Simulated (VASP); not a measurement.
```yaml
crystal:
  lattice:
    - [1.59500, -2.76262, 0.00000]
    - [1.59500, 2.76262, 0.00000]
    - [0.00000, 0.00000, 5.05000]
  atoms:
    - { symbol: Hf, position: [0.33333, 0.66667, 0.25000] }
    - { symbol: Hf, position: [0.66667, 0.33333, 0.75000] }
```

The base run (VASP): PBE GGA, plane waves, VASP's PBE PAW potentials (set 64). Run with 400 eV cut-off, 12×12×7 Γ-centred mesh, first-order Methfessel-Paxton smearing of 0.10 eV, potentials Hf_pv.

One setting is varied; ΔE counts from the most expensive setting. The base run took about 40 core-seconds. The timings are rough (shared machines, no repeats); factors under 2 mean little.

Pressures at a finite cut-off, here 400 eV, hold a Pulay part, which this task's highest cut-off puts under 0.2 GPa.

| setting | cost over the base run | electronic steps | ΔE (meV/atom) | pressure (GPa) |
|---|---|---|---|---|
| KPOINTS 1×1×1 Γ-centred mesh | about 1/4 | 15 | 586.0 | 47.41 |
| KPOINTS 8×8×5 Γ-centred mesh | within a factor of 2 | 12 | -2.9 | 1.13 |
| KPOINTS 11×11×6 Γ-centred mesh | within a factor of 2 | 12 | 2.2 | 1.07 |
| base run | reference | 12 | 0.4 | 0.94 |
| KPOINTS 14×14×8 Γ-centred mesh | within a factor of 2 | 12 | -1.3 | 0.78 |
| KPOINTS 15×15×9 Γ-centred mesh | within a factor of 2 | 12 | 0.0 | 0.82 |
| KPOINTS 16×16×9 Γ-centred mesh | about 2 times | 12 | 0.0 | 0.83 |

Left out are runs that failed, have no time on record or changed the cell.

The compound is Hf in the hcp structure. The cell was not relaxed at this level.
